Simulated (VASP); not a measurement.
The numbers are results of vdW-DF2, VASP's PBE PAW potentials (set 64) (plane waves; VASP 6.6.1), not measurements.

VASP input:

POSCAR:
```
MnF2
1
    4.9537802832     0.0000000000     0.0000000000
    0.0000000000     4.9537802832     0.0000000000
    0.0000000000     0.0000000000     3.3688092097
Mn F
2 4
Direct
  1.0000000000   0.0000000000   0.0000000000
  0.5000000000   0.5000000000   0.5000000000
  0.3028041082   0.3028041082   1.0000000000
  0.8028041082   0.1971958918   0.5000000000
  0.1971958918   0.8028041082   0.5000000000
  0.6971958918   0.6971958918   0.0000000000
```

INCAR:
```
ENCUT = 520   ! plane-wave cut-off (eV)
ISPIN = 2   ! spin-polarised
LASPH = .True.
MAGMOM = 4.5 -4.5 -0.0 2*0.0 -0.0
NEDOS = 601   ! DOS grid
ISIF = 2   ! forces and stress, cell fixed
ZAB_VDW = -1.8867
LCHARG = .True.
LORBIT = 11   ! lm-projected
EDIFF = 1E-7
SYSTEM = MnF2
LUSE_VDW = .True.
NELM = 100
AGGAC = 0.0
ISMEAR = -5   ! tetrahedra, Bloechl
ALGO = Normal   ! blocked Davidson
LREAL = .False.   ! projection in real space or not
LWAVE = .False.
GGA = ML
LMAXMIX = 4   ! l cut-off of mixed one-centre charges
PREC = Accurate
LEFG = .True.
```

KPOINTS:
```
Automatic mesh
0
Gamma
5 5 7
0 0 0
```

POTCAR, in this order: Mn_pv F (PBE.64 set). Program: vasp_std.

The resulting files:

### OSZICAR
```
       N       E                     dE             d eps       ncg     rms          rms(c)
DAV:   1     0.720060335036E+03    0.72006E+03   -0.31760E+04  3128   0.189E+03
DAV:   2     0.479452421269E+02   -0.67212E+03   -0.65147E+03  3384   0.542E+02
DAV:   3    -0.281354258317E+02   -0.76081E+02   -0.75282E+02  3592   0.185E+02
DAV:   4    -0.305543899073E+02   -0.24190E+01   -0.23666E+01  3584   0.304E+01
DAV:   5    -0.305933163909E+02   -0.38926E-01   -0.38921E-01  3376   0.460E+00    0.202E+01
DAV:   6    -0.253391519235E+02    0.52542E+01   -0.34239E+01  3680   0.393E+01    0.139E+01
DAV:   7    -0.254414156494E+02   -0.10226E+00   -0.22593E+00  3296   0.114E+01    0.953E+00
DAV:   8    -0.252828268608E+02    0.15859E+00   -0.36690E-01  3264   0.537E+00    0.355E+00
DAV:   9    -0.253854797060E+02   -0.10265E+00   -0.56352E-02  3576   0.267E+00    0.807E-01
DAV:  10    -0.253869001717E+02   -0.14205E-02   -0.20855E-02  3488   0.883E-01    0.155E-01
DAV:  11    -0.253869587739E+02   -0.58602E-04   -0.74921E-04  3384   0.279E-01    0.694E-02
DAV:  12    -0.253870492880E+02   -0.90514E-04   -0.58351E-05  3488   0.636E-02    0.442E-02
DAV:  13    -0.253870457064E+02    0.35816E-05   -0.18221E-05  3240   0.354E-02    0.134E-02
DAV:  14    -0.253870556747E+02   -0.99683E-05   -0.58011E-06  3592   0.227E-02    0.240E-03
DAV:  15    -0.253870592594E+02   -0.35847E-05   -0.45144E-07  2864   0.585E-03    0.113E-03
DAV:  16    -0.253870587824E+02    0.47699E-06   -0.77627E-08  1912   0.220E-03    0.543E-04
DAV:  17    -0.253870591405E+02   -0.35807E-06   -0.10405E-08  1704   0.841E-04    0.144E-04
DAV:  18    -0.253870590895E+02    0.51044E-07   -0.22838E-09  1656   0.376E-04
   1 F= -.25387059E+02 E0= -.25387059E+02  d E =0.000000E+00  mag=     0.0000
```

OUTCAR:
```
------------------------ aborting loop because EDIFF is reached ----------------------------------------
  FORCE on cell =-STRESS in cart. coord.  units (eV):
  Direction    XX          YY          ZZ          XY          YZ          ZX
  --------------------------------------------------------------------------------------
  Total       -0.0002485     -0.0002485     -0.0854491     -0.0000000      0.0000000      0.0000000
  in kB       -0.0048167     -0.0048167     -1.6560295     -0.0000000      0.0000000      0.0000000
  external PRESSURE =      -0.5552210 kB  Pullay stress =       0.0000000 kB
  volume of cell :       82.67
      direct lattice vectors                 reciprocal lattice vectors
     4.953780283  0.000000000  0.000000000     0.201866038  0.000000000  0.000000000
     0.000000000  4.953780283  0.000000000     0.000000000  0.201866038  0.000000000
     0.000000000  0.000000000  3.368809210     0.000000000  0.000000000  0.296840794
 POSITION                                       TOTAL-FORCE (eV/Angst)
 -----------------------------------------------------------------------------------
      0.00000      0.00000      0.00000        -0.000000      0.000000      0.000000
      2.47689      2.47689      1.68440        -0.000000      0.000000      0.000000
      1.50003      1.50003      0.00000        -0.004752     -0.004752     -0.000000
      3.97692      0.97687      1.68440        -0.004752      0.004752      0.000000
      0.97687      3.97692      1.68440         0.004752     -0.004752      0.000000
      3.45376      3.45376      0.00000         0.004752      0.004752      0.000000
 -----------------------------------------------------------------------------------
    total drift:                               -0.000000      0.000000     -0.000000
  FREE ENERGIE OF THE ION-ELECTRON SYSTEM (eV)
  ---------------------------------------------------
  free  energy   TOTEN  =       -25.3870590895 eV

  energy  without entropy=      -25.3870590895  energy(sigma->0) =      -25.38705909

 total charge

# of ion       s       p       d       tot
------------------------------------------
    1        0.155   6.126   4.948  11.229
    2        0.155   6.126   4.948  11.229
    3        1.725   4.349   0.000   6.073
    4        1.725   4.349   0.000   6.073
    5        1.725   4.349   0.000   6.073
    6        1.725   4.349   0.000   6.073
--------------------------------------------------
tot          7.209  29.647   9.896  46.752

 magnetization (x)

# of ion       s       p       d       tot
------------------------------------------
    1        0.016   0.009   4.501   4.525
    2       -0.016  -0.009  -4.501  -4.525
    3       -0.002  -0.026   0.000  -0.029
    4        0.002   0.026   0.000   0.029
    5        0.002   0.026   0.000   0.029
    6       -0.002  -0.026   0.000  -0.029
--------------------------------------------------
tot          0.000   0.000   0.000   0.000

 Electric field gradients after diagonalization (V/A^2)
 (convention: |V_zz| > |V_xx| > |V_yy|)
----------------------------------------------------------------------
 ion       V_xx      V_yy      V_zz     asymmetry (V_yy - V_xx)/ V_zz
----------------------------------------------------------------------
   1     -16.617    -8.025    24.642       0.349
   2     -16.617    -8.025    24.642       0.349
   3      43.823    18.074   -61.897       0.416
   4      43.823    18.074   -61.897       0.416
   5      43.823    18.074   -61.897       0.416
   6      43.823    18.074   -61.897       0.416
```
(Selected blocks of OUTCAR.)

The compound is MnF2 in the rutile structure. It was relaxed first, which changed the volume by +5 %.
